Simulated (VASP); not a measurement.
Method: PBE GGA, VASP's PBE PAW potentials (set 64) (plane waves; VASP).

Input for VASP

KPOINTS:
```
K-points
0
gamma
1 1 1
0 0 0
```

INCAR:
```
ALGO = Fast
EDIFF = 1E-5
EDIFFG = -0.03
ENCUT = 400
GGA = PE
IBRION = 2
ISIF = 2
ISMEAR = 0
ISYM = 0
LASPH = .TRUE.
LCHARG = .FALSE.
LMAXMIX = 4
LREAL = Auto
LWAVE = .FALSE.
NELECT = 644.0
NELM = 100
NELMIN = 4
NSW = 60
PREC = Normal
SIGMA = 0.05
SYSTEM = NaZn35O36
```

POSCAR:
```
NaZn35O36
1.0
  4.9323206922  -8.5430313976   0.0000000000
  4.9323206922   8.5430313976   0.0000000000
  0.0000000000   0.0000000000  10.5847753715
Zn O Na
35 36 1
Cartesian
  1.6441052533  -0.9492247616   2.6461938429
  1.6441052533   0.9492247616   0.0000000000
  1.6441052533  -0.9492247616   7.9385815286
  1.6441052533   0.9492247616   5.2923876857
  3.2882105066   1.8984495232   2.6461938429
  3.2882154389   3.7969075895   0.0000000000
  3.2882105066   1.8984495232   7.9385815286
  3.2882154389   3.7969075895   5.2923876857
  4.9323206922   4.7461323511   2.6461938429
  4.9323206922   6.6445818744   0.0000000000
  4.9323206922   4.7461323511   7.9385815286
  4.9323206922   6.6445818744   5.2923876857
  3.2882154389  -3.7969075895   2.6461938429
  3.2882105066  -1.8984495232   0.0000000000
  3.2882154389  -3.7969075895   7.9385815286
  3.2882105066  -1.8984495232   5.2923876857
  4.9323206922  -0.9492333047   2.6461938429
  4.9323206922   0.9492333047   0.0000000000
  4.9323206922  -0.9492333047   7.9385815286
  6.5764308778   1.8984495232   2.6461938429
  6.5764259455   3.7969075895   0.0000000000
  6.5764308778   1.8984495232   7.9385815286
  6.5764259455   3.7969075895   5.2923876857
  4.9323206922  -6.6445818744   2.6461938429
  4.9323206922  -4.7461323511   0.0000000000
  4.9323206922  -6.6445818744   7.9385815286
  4.9323206922  -4.7461323511   5.2923876857
  6.5764259455  -3.7969075895   2.6461938429
  6.5764308778  -1.8984495232   0.0000000000
  6.5764259455  -3.7969075895   7.9385815286
  6.5764308778  -1.8984495232   5.2923876857
  8.2205361311  -0.9492247616   2.6461938429
  8.2205361311   0.9492247616   0.0000000000
  8.2205361311  -0.9492247616   7.9385815286
  8.2205361311   0.9492247616   5.2923876857
  1.6441052533  -0.9492247616   4.6678859388
  1.6441052533   0.9492247616   2.0216920960
  1.6441052533  -0.9492247616   9.9602736246
  1.6441052533   0.9492247616   7.3140797817
  3.2929406021   1.8927171492   4.6207625189
  3.2882154389   3.7969075895   2.0216920960
  3.2882105066   1.8984495232   9.9602736246
  3.2882154389   3.7969075895   7.3140797817
  4.9323206922   4.7461323511   4.6678859388
  4.9323206922   6.6445818744   2.0216920960
  4.9323206922   4.7461323511   9.9602736246
  4.9323206922   6.6445818744   7.3140797817
  3.2882154389  -3.7969075895   4.6678859388
  3.2882105066  -1.8984495232   2.0216920960
  3.2882154389  -3.7969075895   9.9602736246
  3.2882105066  -1.8984495232   7.3140797817
  4.9133460545  -0.9218016308   4.6387989761
  4.9323206922   0.9492333047   2.0216920960
  4.9323206922  -0.9492333047   9.9602736246
  4.9561980567   0.9469010571   7.3344660591
  6.5496138502   1.8559137699   4.6745649321
  6.5764259455   3.7969075895   2.0216920960
  6.5764308778   1.8984495232   9.9602736246
  6.5764259455   3.7969075895   7.3140797817
  4.9323206922  -6.6445818744   4.6678859388
  4.9323206922  -4.7461323511   2.0216920960
  4.9323206922  -6.6445818744   9.9602736246
  4.9323206922  -4.7461323511   7.3140797817
  6.5764259455  -3.7969075895   4.6678859388
  6.5764308778  -1.8984495232   2.0216920960
  6.5764259455  -3.7969075895   9.9602736246
  6.5764308778  -1.8984495232   7.3140797817
  8.2205361311  -0.9492247616   4.6678859388
  8.2205361311   0.9492247616   2.0216920960
  8.2205361311  -0.9492247616   9.9602736246
  8.2205361311   0.9492247616   7.3140797817
  4.9079550280   0.9863442330   5.2849254191
```

POTCAR, in this order: Zn O Na_pv (PBE.64 set). Program: vasp_gam.

What VASP printed:

### OUTCAR
```
 ion  position               nearest neighbor table
   1  0.222  0.111  0.250-  49 2.00  45 2.00  37 2.00  36 2.02
   2  0.111  0.222  0.000-  42 2.00  62 2.00  38 2.00  37 2.02
   3  0.222  0.111  0.750-  51 2.00  47 2.00  39 2.00  38 2.02
   4  0.111  0.222  0.500-  60 2.00  36 2.00  40 2.01  39 2.02
   5  0.222  0.444  0.250-  40 1.97  37 2.00  53 2.00  41 2.00
   6  0.111  0.556  0.000-  46 2.00  66 2.00  42 2.00  41 2.02
   7  0.222  0.444  0.750-  39 2.00  43 2.00  55 2.01  42 2.02
   8  0.111  0.556  0.500-  44 2.00  64 2.00  40 2.02  43 2.02
   9  0.222  0.778  0.250-  41 2.00  57 2.00  45 2.00  44 2.02
  10  0.111  0.889  0.000-  38 2.00  70 2.00  46 2.00  45 2.02
  11  0.222  0.778  0.750-  43 2.00  59 2.00  47 2.00  46 2.02
  12  0.111  0.889  0.500-  36 2.00  68 2.00  44 2.00  47 2.02
  13  0.556  0.111  0.250-  61 2.00  57 2.00  49 2.00  48 2.02
  14  0.444  0.222  0.000-  38 2.00  54 2.00  50 2.00  49 2.02
  15  0.556  0.111  0.750-  63 2.00  59 2.00  51 2.00  50 2.02
  16  0.444  0.222  0.500-  36 2.00  48 2.00  52 2.01  51 2.02
  17  0.556  0.444  0.250-  52 1.99  49 2.00  65 2.00  53 2.00
  18  0.444  0.556  0.000-  42 2.00  58 2.00  54 2.00  53 2.02
  19  0.556  0.444  0.750-  55 1.99  51 2.00  67 2.00  54 2.02
  20  0.556  0.778  0.250-  69 2.00  53 2.00  57 2.00  56 2.03
  21  0.444  0.889  0.000-  46 2.00  50 2.00  58 2.00  57 2.02
  22  0.556  0.778  0.750-  55 1.97  71 2.00  59 2.00  58 2.02
  23  0.444  0.889  0.500-  44 2.00  48 2.00  59 2.02  56 2.04
  24  0.889  0.111  0.250-  37 2.00  69 2.00  61 2.00  60 2.02
  25  0.778  0.222  0.000-  50 2.00  66 2.00  62 2.00  61 2.02
  26  0.889  0.111  0.750-  39 2.00  71 2.00  63 2.00  62 2.02
  27  0.778  0.222  0.500-  48 2.00  64 2.00  60 2.00  63 2.02
  28  0.889  0.444  0.250-  61 2.00  41 2.00  65 2.00  64 2.02
  29  0.778  0.556  0.000-  70 2.00  54 2.00  66 2.00  65 2.02
  30  0.889  0.444  0.750-  63 2.00  43 2.00  67 2.00  66 2.02
  31  0.778  0.556  0.500-  68 2.00  64 2.00  67 2.02  52 2.04
  32  0.889  0.778  0.250-  65 2.00  45 2.00  69 2.00  68 2.02
  33  0.778  0.889  0.000-  58 2.00  62 2.00  70 2.00  69 2.02
  34  0.889  0.778  0.750-  67 2.00  47 2.00  71 2.00  70 2.02
  35  0.778  0.889  0.500-  60 2.00  68 2.00  56 2.00  71 2.02
  36  0.222  0.111  0.441-  16 2.00  12 2.00   4 2.00   1 2.02
  37  0.111  0.222  0.191-   5 2.00  24 2.00   1 2.00   2 2.02
  38  0.222  0.111  0.941-  14 2.00  10 2.00   2 2.00   3 2.02
  39  0.111  0.222  0.691-   7 2.00  26 2.00   3 2.00   4 2.02
...
```

OSZICAR:
```
...
RMM:  10    -0.317900520870E+03   -0.43103E-05   -0.51982E-05   616   0.121E-02
   2 F= -.31790052E+03 E0= -.31790052E+03  d E =-.835480E+00
       N       E                     dE             d eps       ncg     rms          rms(c)
DAV:   1    -0.317898071574E+03    0.24450E-02   -0.39038E+00   840   0.332E+00    0.390E-01
RMM:   2    -0.317906486282E+03   -0.84147E-02   -0.95281E-02   802   0.559E-01    0.232E-01
RMM:   3    -0.317906854987E+03   -0.36871E-03   -0.11655E-02   813   0.204E-01    0.119E-01
RMM:   4    -0.317906699469E+03    0.15552E-03   -0.21575E-03   869   0.828E-02    0.699E-02
RMM:   5    -0.317906646461E+03    0.53008E-04   -0.59206E-04   820   0.409E-02    0.200E-02
RMM:   6    -0.317906653138E+03   -0.66774E-05   -0.15033E-04   749   0.198E-02    0.127E-02
RMM:   7    -0.317906653466E+03   -0.32787E-06   -0.32660E-05   513   0.103E-02
   3 F= -.31790665E+03 E0= -.31790665E+03  d E =-.841613E+00
       N       E                     dE             d eps       ncg     rms          rms(c)
DAV:   1    -0.317928910570E+03   -0.22257E-01   -0.36940E+01   800   0.110E+01    0.110E+00
RMM:   2    -0.317995491626E+03   -0.66581E-01   -0.76196E-01   786   0.171E+00    0.683E-01
RMM:   3    -0.317999229255E+03   -0.37376E-02   -0.90601E-02   800   0.624E-01    0.353E-01
RMM:   4    -0.317998650743E+03    0.57851E-03   -0.14007E-02   908   0.245E-01    0.217E-01
RMM:   5    -0.317998331129E+03    0.31961E-03   -0.34567E-03   814   0.121E-01    0.695E-02
RMM:   6    -0.317998412276E+03   -0.81147E-04   -0.95919E-04   896   0.547E-02    0.376E-02
RMM:   7    -0.317998400147E+03    0.12129E-04   -0.18562E-04   772   0.275E-02    0.203E-02
RMM:   8    -0.317998406585E+03   -0.64378E-05   -0.56129E-05   607   0.121E-02
   4 F= -.31799841E+03 E0= -.31799841E+03  d E =-.917531E-01
       N       E                     dE             d eps       ncg     rms          rms(c)
DAV:   1    -0.317980410200E+03    0.17990E-01   -0.20294E+01   800   0.809E+00    0.814E-01
RMM:   2    -0.318016561529E+03   -0.36151E-01   -0.41412E-01   792   0.125E+00    0.503E-01
RMM:   3    -0.318018659493E+03   -0.20980E-02   -0.49489E-02   814   0.456E-01    0.260E-01
RMM:   4    -0.318018334400E+03    0.32509E-03   -0.73857E-03   886   0.174E-01    0.156E-01
RMM:   5    -0.318018179313E+03    0.15509E-03   -0.18840E-03   806   0.884E-02    0.503E-02
RMM:   6    -0.318018224547E+03   -0.45234E-04   -0.51492E-04   894   0.402E-02    0.266E-02
RMM:   7    -0.318018218120E+03    0.64265E-05   -0.99265E-05   697   0.199E-02
   5 F= -.31801822E+03 E0= -.31801822E+03  d E =-.111565E+00
       N       E                     dE             d eps       ncg     rms          rms(c)
DAV:   1    -0.318010173667E+03    0.80509E-02   -0.11861E+01   808   0.619E+00    0.649E-01
RMM:   2    -0.318036114496E+03   -0.25941E-01   -0.28469E-01   806   0.103E+00    0.379E-01
RMM:   3    -0.318037750596E+03   -0.16361E-02   -0.35131E-02   793   0.387E-01    0.197E-01
RMM:   4    -0.318037579958E+03    0.17064E-03   -0.51881E-03   899   0.144E-01    0.133E-01
RMM:   5    -0.318037387139E+03    0.19282E-03   -0.12166E-03   781   0.704E-02    0.443E-02
RMM:   6    -0.318037407349E+03   -0.20210E-04   -0.32226E-04   864   0.334E-02    0.264E-02
RMM:   7    -0.318037403097E+03    0.42514E-05   -0.78426E-05   656   0.170E-02
   6 F= -.31803740E+03 E0= -.31803740E+03  d E =-.191850E-01
       N       E                     dE             d eps       ncg     rms          rms(c)
DAV:   1    -0.318034945106E+03    0.24622E-02   -0.20457E+00   840   0.257E+00    0.265E-01
RMM:   2    -0.318039406555E+03   -0.44614E-02   -0.48928E-02   801   0.430E-01    0.160E-01
RMM:   3    -0.318039691240E+03   -0.28469E-03   -0.61245E-03   807   0.162E-01    0.842E-02
RMM:   4    -0.318039655377E+03    0.35863E-04   -0.88915E-04   882   0.598E-02    0.577E-02
RMM:   5    -0.318039621817E+03    0.33560E-04   -0.24558E-04   760   0.305E-02    0.183E-02
RMM:   6    -0.318039625868E+03   -0.40517E-05   -0.62997E-05   669   0.146E-02
   7 F= -.31803963E+03 E0= -.31803963E+03  d E =-.214077E-01
       N       E                     dE             d eps       ncg     rms          rms(c)
DAV:   1    -0.318039503662E+03    0.11816E-03   -0.65519E-02   856   0.462E-01    0.465E-02
RMM:   2    -0.318039657737E+03   -0.15408E-03   -0.16713E-03   801   0.798E-02    0.299E-02
RMM:   3    -0.318039667625E+03   -0.98878E-05   -0.21458E-04   755   0.300E-02    0.175E-02
RMM:   4    -0.318039665834E+03    0.17914E-05   -0.32045E-05   529   0.115E-02
   8 F= -.31803967E+03 E0= -.31803967E+03  d E =-.214477E-01
       N       E                     dE             d eps       ncg     rms          rms(c)
DAV:   1    -0.318038836510E+03    0.83112E-03   -0.26615E+00   808   0.308E+00    0.276E-01
RMM:   2    -0.318043382173E+03   -0.45457E-02   -0.50320E-02   772   0.462E-01    0.186E-01
RMM:   3    -0.318043658159E+03   -0.27599E-03   -0.64872E-03   799   0.173E-01    0.970E-02
RMM:   4    -0.318043611305E+03    0.46854E-04   -0.85651E-04   855   0.633E-02    0.647E-02
RMM:   5    -0.318043574388E+03    0.36917E-04   -0.24246E-04   778   0.331E-02    0.233E-02
RMM:   6    -0.318043578833E+03   -0.44446E-05   -0.68214E-05   719   0.159E-02
   9 F= -.31804358E+03 E0= -.31804358E+03  d E =-.391300E-02
       N       E                     dE             d eps       ncg     rms          rms(c)
DAV:   1    -0.318043251832E+03    0.32256E-03   -0.31124E-01   832   0.105E+00    0.956E-02
RMM:   2    -0.318043806704E+03   -0.55487E-03   -0.61163E-03   774   0.161E-01    0.650E-02
RMM:   3    -0.318043840323E+03   -0.33620E-04   -0.78961E-04   793   0.602E-02    0.355E-02
RMM:   4    -0.318043834389E+03    0.59343E-05   -0.10827E-04   777   0.226E-02    0.227E-02
RMM:   5    -0.318043829657E+03    0.47317E-05   -0.28834E-05   502   0.122E-02
  10 F= -.31804383E+03 E0= -.31804383E+03  d E =-.416382E-02
       N       E                     dE             d eps       ncg     rms          rms(c)
DAV:   1    -0.318043700148E+03    0.13424E-03   -0.11457E+00   808   0.202E+00    0.162E-01
RMM:   2    -0.318045397316E+03   -0.16972E-02   -0.18576E-02   773   0.282E-01    0.987E-02
RMM:   3    -0.318045506459E+03   -0.10914E-03   -0.23946E-03   800   0.105E-01    0.527E-02
RMM:   4    -0.318045498505E+03    0.79539E-05   -0.31881E-04   849   0.378E-02    0.349E-02
RMM:   5    -0.318045488094E+03    0.10411E-04   -0.71991E-05   679   0.184E-02    0.116E-02
RMM:   6    -0.318045489772E+03   -0.16777E-05   -0.21517E-05   507   0.906E-03
  11 F= -.31804549E+03 E0= -.31804549E+03  d E =-.166011E-02
       N       E                     dE             d eps       ncg     rms          rms(c)
DAV:   1    -0.318044989827E+03    0.49827E-03   -0.53382E-01   816   0.138E+00    0.109E-01
RMM:   2    -0.318045794102E+03   -0.80428E-03   -0.87803E-03   773   0.193E-01    0.688E-02
RMM:   3    -0.318045843667E+03   -0.49565E-04   -0.11186E-03   800   0.717E-02    0.376E-02
RMM:   4    -0.318045839043E+03    0.46239E-05   -0.15186E-04   793   0.258E-02    0.252E-02
RMM:   5    -0.318045833451E+03    0.55920E-05   -0.33437E-05   534   0.126E-02
  12 F= -.31804583E+03 E0= -.31804583E+03  d E =-.200379E-02
       N       E                     dE             d eps       ncg     rms          rms(c)
DAV:   1    -0.318045340222E+03    0.49882E-03   -0.99199E-01   816   0.186E+00    0.144E-01
RMM:   2    -0.318046822942E+03   -0.14827E-02   -0.16145E-02   780   0.258E-01    0.818E-02
RMM:   3    -0.318046925052E+03   -0.10211E-03   -0.21397E-03   814   0.978E-02    0.449E-02
RMM:   4    -0.318046922582E+03    0.24703E-05   -0.30035E-04   846   0.351E-02    0.298E-02
RMM:   5    -0.318046913231E+03    0.93509E-05   -0.58524E-05   632   0.164E-02
  13 F= -.31804691E+03 E0= -.31804691E+03  d E =-.107978E-02
```

OUTCAR:
```
------------------------ aborting loop because EDIFF is reached ----------------------------------------
  FORCE on cell =-STRESS in cart. coord.  units (eV):
  Direction    XX          YY          ZZ          XY          YZ          ZX
  --------------------------------------------------------------------------------------
  Total       -9.5797162     -9.0956071    -13.8712991     -0.0118499     -0.0071931      0.0218208
  in kB      -17.2063311    -16.3368126    -24.9145340     -0.0212839     -0.0129196      0.0391928
  external PRESSURE =     -19.4858926 kB  Pullay stress =       0.0000000 kB
  volume of cell :      892.02
      direct lattice vectors                 reciprocal lattice vectors
     4.932320692 -8.543031398  0.000000000     0.101372160 -0.058527234  0.000000000
     4.932320692  8.543031398  0.000000000     0.101372160  0.058527234  0.000000000
     0.000000000  0.000000000 10.584775371     0.000000000  0.000000000  0.094475316
  FREE ENERGIE OF THE ION-ELECTRON SYSTEM (eV)
  ---------------------------------------------------
  free  energy   TOTEN  =      -318.0469132307 eV

  energy  without entropy=     -318.0469132307  energy(sigma->0) =     -318.04691323

 reached required accuracy - stopping structural energy minimisation
```
(Selected blocks of OUTCAR.)

### CONTCAR
```
NaZn35O36
   1.00000000000000
     4.9323206922000002   -8.5430313976000001    0.0000000000000000
     4.9323206922000002    8.5430313976000001    0.0000000000000000
     0.0000000000000000    0.0000000000000000   10.5847753714999993
  Zn              O               Na
    35    36     1
Direct
     0.2223494986457447    0.1114145979219659    0.2513212113913918
     0.1105781516690391    0.2213090739775504    0.0005953487381766
     0.2224651515603940    0.1115380805021980    0.7500065764985284
     0.1102302566415953    0.2229343748336326    0.4996779591225796
     0.2210626877496208    0.4438642675667839    0.2501749164152529
     0.1105187181112874    0.5558846700886282    0.0005666634168385
     0.2225507877260680    0.4446642497053132    0.7518376529528650
     0.1101194868918057    0.5539318212463551    0.4996940082030698
     0.2224311357149363    0.7775593099485488    0.2513255260176117
     0.1111317214943088    0.8888819888181214    0.0013586215516536
     0.2225490986302939    0.7776311125327514    0.7500390457323213
     0.1111729017215174    0.8887707522959480    0.5010070884746947
     0.5552508503597734    0.1109391793290055    0.2519932207162682
     0.4441332970377778    0.2214200921387299    0.0007264613452338
     0.5560023438466885    0.1113808321667717    0.7500646746325990
     0.4458754930679769    0.2231443975448094    0.4997601838068251
     0.5558783336729458    0.4439722397504205    0.2505177504736105
     0.4445126775390205    0.5556727607546850    0.9980371595117812
     0.5554352352568186    0.4446155059297248    0.7517519170433430
     0.5560117495144378    0.7785619932000062    0.2506603364766045
     0.4441968048376047    0.8893938712439698    0.0008695708272819
     0.5555752552736549    0.7775996214421604    0.7517728229341091
     0.4461077817836899    0.8892832901100887    0.4998573902105470
     0.8890287216358614    0.1109391690883563    0.2520735816905285
     0.7777820272349318    0.2222422557518278    0.0012528083306959
     0.8888735246438264    0.1114746308778637    0.7499742937782612
     0.7777380107906878    0.2221676402210101    0.4986823474499665
     0.8890034710916360    0.4447880752515058    0.2520079908769832
     0.7785733705250482    0.5558338650127140    0.0007646513343708
     0.8887772126299109    0.4441305145981351    0.7498480681677064
     0.7761919984565402    0.5540258294146573    0.4997924368049417
     0.8885651093338028    0.7776133065744457    0.2513199504621498
     0.7786544384753473    0.8894266915997425    0.0008185279830650
     0.8885387986129064    0.7775409031904821    0.7501800416241677
     0.7765073316315042    0.8889246020132674    0.4999774437259715
     0.2218099504379498    0.1104292161439836    0.4409256385997553
     0.1101554522148078    0.2199348203364804    0.1887594365460682
     0.2218975344489795    0.1103678685018608    0.9395609285076647
     0.1108381208605681    0.2218423422777373    0.6906547328249958
     0.2010672766333659    0.4339112133401480    0.4334132527825352
     0.1101560333648265    0.5568518652474721    0.1887176081176355
     0.2196691045353175    0.4431452370797024    0.9430170581396833
     0.1108034605075566    0.5557151914850200    0.6906722034963573
     0.2220512385212195    0.7779985690058459    0.4409391606751003
     0.1111287341384031    0.8888589655565964    0.1905467370442424
     0.2219709761567866    0.7781621131290039    0.9396008647812081
     0.1111485167867208    0.8888783777270693    0.6907277299551418
     0.5554452548726170    0.1109856324287770    0.4403256433403482
     0.4430713666640752    0.2200215603572014    0.1889005384693442
     0.5561543685935061    0.1114054012308983    0.9395366141317242
     0.4444103068079715    0.2217797290681150    0.6907363945870667
     0.5650241428304597    0.4343509023553560    0.4337762723082479
     0.4442780098616024    0.5555104128955802    0.1890584566993481
     0.5568139014020680    0.4431867693027529    0.9429826740668157
     0.4444869365214988    0.5556483046829355    0.7108798060502424
     0.5653796178526467    0.7972962507293250    0.4339534965344678
     0.4432159455618092    0.8896599313095354    0.1889861801949914
     0.5569455780936386    0.7804030592529139    0.9429664611451630
     0.4445061248835459    0.8893746304571422    0.6907834060924034
     0.8884779361858720    0.1106275036167082    0.4403790303231275
     0.7777871092678652    0.2222597501516075    0.1902668572369234
     0.8885819374053098    0.1114120887205885    0.9394610289675004
     0.7777903769136968    0.2222448032028958    0.6895705567166445
     0.8883749144761958    0.4444033816256189    0.4403081158852398
     0.7798039157717741    0.5568584425163113    0.1889054590509343
     0.8885392803904056    0.4438250547776106    0.9393739903576054
     0.7782358957580171    0.5557099985071071    0.6907512844563217
     0.8895185455638650    0.7780265280001383    0.4409324675891991
     0.7798994152711236    0.8897251801092534    0.1889436266643034
     0.8896199973668956    0.7781093216212790    0.9396926035975490
     0.7783936177954566    0.8893579952477073    0.6908600151082437
     0.4431476714725753    0.5548500213595491    0.5004774202339414
```

### OUTCAR
```
 val. band max:        0.9582420535   @ k =   0.0000   0.0000   0.0000

 cond. band min:       1.6686900216   @ k =   0.0000   0.0000   0.0000


 Fermi energy:         1.2809586411

 k-point     1 :       0.0000    0.0000    0.0000
  band No.  band energies     occupation
      1     -19.8451      2.00000
      2     -19.8445      2.00000
      3     -19.8423      2.00000
      4     -16.9095      2.00000
      5     -16.5912      2.00000
      6     -16.5635      2.00000
      7     -16.5217      2.00000
      8     -16.4970      2.00000
      9     -16.4968      2.00000
     10     -16.4560      2.00000
     11     -16.4558      2.00000
     12     -16.3935      2.00000
     13     -16.3353      2.00000
     14     -16.3037      2.00000
     15     -16.2956      2.00000
     16     -16.2954      2.00000
     17     -16.2852      2.00000
     18     -16.2851      2.00000
     19     -16.2787      2.00000
     20     -16.2783      2.00000
     21     -16.2436      2.00000
     22     -16.2242      2.00000
     23     -16.2239      2.00000
     24     -16.2221      2.00000
     25     -16.1754      2.00000
     26     -16.1655      2.00000
     27     -16.1650      2.00000
     28     -16.1387      2.00000
     29     -16.1171      2.00000
     30     -16.1158      2.00000
     31     -16.0987      2.00000
     32     -16.0983      2.00000
     33     -16.0783      2.00000
     34     -16.0773      2.00000
     35     -16.0768      2.00000
     36     -15.6687      2.00000
     37     -15.5776      2.00000
     38     -15.5465      2.00000
     39     -15.5426      2.00000
     40      -5.0510      2.00000
     41      -5.0369      2.00000
     42      -5.0361      2.00000
     43      -5.0338      2.00000
     44      -5.0191      2.00000
     45      -5.0189      2.00000
     46      -5.0128      2.00000
     47      -5.0125      2.00000
     48      -4.9917      2.00000
     49      -4.9815      2.00000
     50      -4.9813      2.00000
     51      -4.9738      2.00000
...
```

At this cut-off the stress carries a Pulay error, which pulls relaxed volumes low. The cell is charged, with a uniform compensating background. The supercell is sampled at Γ alone, which is coarse: total energies, pressure and levels can be off, energies of defects by several tenths of an eV.

The cell is a supercell with a defect, built from ZnO (wurtzite): Na_Zn, charge -1. The run is not spin-polarised, so no state with unpaired spins was tried.
